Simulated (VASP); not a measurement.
Calculation: PBE GGA, VASP's PBE PAW potentials (set 64) (plane waves; VASP).

VASP input:

### KPOINTS
```
K-points
0
G
  10 10 10
0 0 0
```

### INCAR
```
ALGO  =  Normal
EDIFF  =  1E-6
ENCUT  =  300
GGA  =  PE
ISIF  =  2
ISMEAR  =  0
LASPH  =  .TRUE.
LCHARG  =  .FALSE.
LMAXMIX  =  4
LREAL  =  .FALSE.
LWAVE  =  .FALSE.
NELM  =  100
PREC  =  Accurate
SIGMA  =  0.2
SYSTEM  =  NbP
```

File POSCAR:
```
NbP
6.2096390
 -0.2697298506   0.2697298506   0.9243870698
  0.2697298506  -0.2697298506   0.9243870698
  0.2697298506   0.2697298506  -0.9243870698
Nb P
2 2
Cartesian
  0.0000000000  -0.0000000000   1.3863587519
  0.2697298506   0.0000000000   0.9241652169
 -0.0000000000   0.0000000000   0.6151795950
  0.2697298506   0.0000000000   0.1529860601
```

POTCAR, in this order: Nb_sv P (PBE.64 set). Program: vasp_std.

What VASP printed:

File OUTCAR:
```
 ion  position               nearest neighbor table
   1  0.750  0.750  0.000-   4 2.55   4 2.55   3 2.55   3 2.55   3 2.55   3 2.55
   2  0.500  1.000  0.500-   3 2.55   3 2.55   4 2.55   4 2.55   4 2.55   4 2.55
   3  0.333  0.333  0.000-   2 2.55   2 2.55   1 2.55   1 2.55   1 2.55   1 2.55
   4  0.083  0.583  0.500-   1 2.55   1 2.55   2 2.55   2 2.55   2 2.55   2 2.55
  LATTYP: Found a body centered tetragonal cell.
 ALAT       =     3.3498500000
 C/A-ratio  =     3.4270847948
 Subroutine PRICEL returns:
 Original cell was already a primitive cell.
 Subroutine GETGRP returns: Found  8 space group operations
The static configuration has the point symmetry C_2v.
 The point group associated with its full space group is C_4v.
The dynamic configuration has the point symmetry C_2v.
 Subroutine INISYM returns: Found  8 space group operations
 Subroutine IBZKPT returns following result:
 Found    102 irreducible k-points:

 Following reciprocal coordinates:
            Coordinates               Weight
  0.000000  0.000000  0.000000      1.000000
  0.100000  0.000000 -0.000000      8.000000
  0.200000  0.000000 -0.000000      8.000000
  0.300000  0.000000  0.000000      8.000000
  0.400000  0.000000 -0.000000      8.000000
...
```

**OSZICAR**
```
       N       E                     dE             d eps       ncg     rms          rms(c)
DAV:   1     0.232800659305E+03    0.23280E+03   -0.15047E+04  4720   0.110E+03
DAV:   2    -0.167760756954E+02   -0.24958E+03   -0.24541E+03  5770   0.420E+02
DAV:   3    -0.366880139355E+02   -0.19912E+02   -0.19650E+02  8306   0.859E+01
DAV:   4    -0.376669437879E+02   -0.97893E+00   -0.97705E+00  6402   0.181E+01
DAV:   5    -0.377058213399E+02   -0.38878E-01   -0.38868E-01  7468   0.363E+00    0.132E+01
DAV:   6    -0.353054858585E+02    0.24003E+01   -0.12858E+01  6584   0.220E+01    0.512E+00
DAV:   7    -0.353141410999E+02   -0.86552E-02   -0.62237E-01  7424   0.416E+00    0.303E+00
DAV:   8    -0.353057484094E+02    0.83927E-02   -0.59482E-02  5920   0.158E+00    0.432E-01
DAV:   9    -0.353054297369E+02    0.31867E-03   -0.89048E-03  7218   0.636E-01    0.271E-01
DAV:  10    -0.353055908984E+02   -0.16116E-03   -0.84791E-04  5632   0.293E-01    0.527E-02
DAV:  11    -0.353055526363E+02    0.38262E-04   -0.15472E-04  8168   0.658E-02    0.152E-02
DAV:  12    -0.353055490022E+02    0.36341E-05   -0.77129E-06  5806   0.251E-02    0.564E-03
DAV:  13    -0.353055486959E+02    0.30624E-06   -0.39230E-07  4080   0.554E-03
   1 F= -.35305549E+02 E0= -.35297667E+02  d E =-.157636E-01
```

**OUTCAR**
```
------------------------ aborting loop because EDIFF is reached ----------------------------------------
  FORCE on cell =-STRESS in cart. coord.  units (eV):
  Direction    XX          YY          ZZ          XY          YZ          ZX
  --------------------------------------------------------------------------------------
  Total       -0.7569257     -0.7569257     -0.8558020      0.0000000      0.0000000      0.0000000
  in kB      -18.8275100    -18.8275100    -21.2869267      0.0000000      0.0000000      0.0000000
  external PRESSURE =     -19.6473156 kB  Pullay stress =       0.0000000 kB
  volume of cell :       64.41
      direct lattice vectors                 reciprocal lattice vectors
    -1.674925000  1.674925000  5.740110000     0.000000000  0.298520829  0.087106345
     1.674925000 -1.674925000  5.740110000     0.298520829  0.000000000  0.087106345
     1.674925000  1.674925000 -5.740110000     0.298520829  0.298520829  0.000000000
 POSITION                                       TOTAL-FORCE (eV/Angst)
 -----------------------------------------------------------------------------------
      0.00000      0.00000      8.60879         0.000000      0.000000      0.012052
      1.67492      0.00000      5.73873         0.000000      0.000000      0.012052
      0.00000      0.00000      3.82004         0.000000     -0.000000     -0.012052
      1.67492      0.00000      0.94999        -0.000000      0.000000     -0.012052
 -----------------------------------------------------------------------------------
    total drift:                                0.000000      0.000000      0.000207
  FREE ENERGIE OF THE ION-ELECTRON SYSTEM (eV)
  ---------------------------------------------------
  free  energy   TOTEN  =       -35.3055486959 eV

  energy  without entropy=      -35.2897851337  energy(sigma->0) =      -35.29766691
```
(Selected blocks of OUTCAR.)

**OUTCAR**
```
 val. band max:       10.5350773833   @ k =  -0.2000   0.3000   0.2000

 cond. band min:      10.5709683870   @ k =  -0.3000   0.5000   0.3000


 Fermi energy:        10.5678890416

 k-point     1 :       0.0000    0.0000    0.0000
  band No.  band energies     occupation
      1     -44.3567      2.00000
      2     -44.3193      2.00000
      3     -20.6332      2.00000
      4     -20.4353      2.00000
      5     -20.4353      2.00000
      6     -20.2941      2.00000
      7     -20.2941      2.00000
      8     -20.2531      2.00000
      9      -2.1392      2.00000
     10       0.2499      2.00000
     11       4.4182      2.00000
     12       7.5479      2.00000
     13       8.3353      2.00000
     14       8.3353      2.00000
     15       8.4413      2.00000
     16       8.8596      2.00000
     17       9.2105      2.00000
     18       9.2105      2.00000
     19      11.3975      0.00000
     20      12.1594      0.00000
     21      13.2180      0.00000
     22      13.7112      0.00000

 k-point     2 :       0.1000    0.0000   -0.0000
  band No.  band energies     occupation
      1     -44.3543      2.00000
      2     -44.3183      2.00000
      3     -20.6241      2.00000
      4     -20.4615      2.00000
      5     -20.4332      2.00000
      6     -20.3203      2.00000
      7     -20.2914      2.00000
      8     -20.2540      2.00000
      9      -1.9938      2.00000
     10       0.2709      2.00000
     11       4.5140      2.00000
     12       7.3353      2.00000
     13       8.1154      2.00000
     14       8.2335      2.00000
     15       8.4968      2.00000
     16       8.7749      2.00000
     17       9.1604      2.00000
     18       9.3642      2.00000
     19      11.2252      0.00000
     20      11.9042      0.00000
     21      12.9605      0.00000
     22      13.5058      0.00000

 k-point     3 :       0.2000    0.0000   -0.0000
  band No.  band energies     occupation
      1     -44.3479      2.00000
...
```

At this cut-off the stress carries a Pulay error, which pulls relaxed volumes low.

The structure comes from a computed database's NbP entry; how it stands against other phases isn't given here. The cell was not relaxed at this level.
